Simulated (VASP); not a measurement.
**ZrB₂ (AlB2 type): computed properties**

The numbers are results of LDA (Ceperley-Alder, Perdew-Zunger), VASP's LDA PAW potentials (set 64) (plane waves; VASP), not measurements.

- space group = P6/mmm (191)
- cell = a = 3.134 Å, b = 3.134 Å, c = 3.494 Å, α = 90.00°, β = 90.00°, γ = 120.00°
- volume per atom = 9.91 Å^3/atom
- band gap (over mesh and band path) = none (metal, semimetal or under 0.01 eV)
- Hill bulk modulus = 2610 kbar
- Hill shear modulus = 251 GPa
- Poisson's ratio = 0.135
- band gap with spin-orbit coupling = none (metallic)
- density = 6.30 g/cm³
- optical Γ-point spectrum = 467 (×2), 485, 571, 790 (×2) cm⁻¹
- C11 = 602 GPa
- C12 = 67.5 GPa
- C13 = 134 GPa
- C33 = 477 GPa
- C44 = 280 GPa
- C66 = 267 GPa

```cif
data_B2Zr
_chemical_formula_sum 'Zr1 B2'
_space_group_name_H-M_alt 'P6/mmm'
_space_group_IT_number 191
_space_group_name_Hall '-P 6 2'
_cell_length_a 3.13405
_cell_length_b 3.13405
_cell_length_c 3.49393
_cell_angle_alpha 90.000
_cell_angle_beta 90.000
_cell_angle_gamma 120.000
loop_
_atom_site_label
_atom_site_type_symbol
_atom_site_symmetry_multiplicity
_atom_site_Wyckoff_symbol
_atom_site_fract_x
_atom_site_fract_y
_atom_site_fract_z
_atom_site_occupancy
Zr1 Zr 1 a 0.00000 0.00000 0.00000 1
B1 B 2 d 0.33333 0.66667 0.50000 1
```

Measured: a 3.170 Å (computed value off by -1.1 %), c 3.532 Å (computed value off by -1.1 %), as given by Yanhui Zhang et al., Acta Materialia (2020), arXiv:1911.03307. The calculation is for a static lattice, while the measured a, c hold thermal and zero-point effects, which are part of the difference. Finite-difference elastic constants of metals are sensitive to mesh and smearing; shear constants can be off by tens of GPa.

The compound is ZrB2 in the AlB2 type structure. It was relaxed first. Symmetry was kept, so distortions that lower it aren't found.
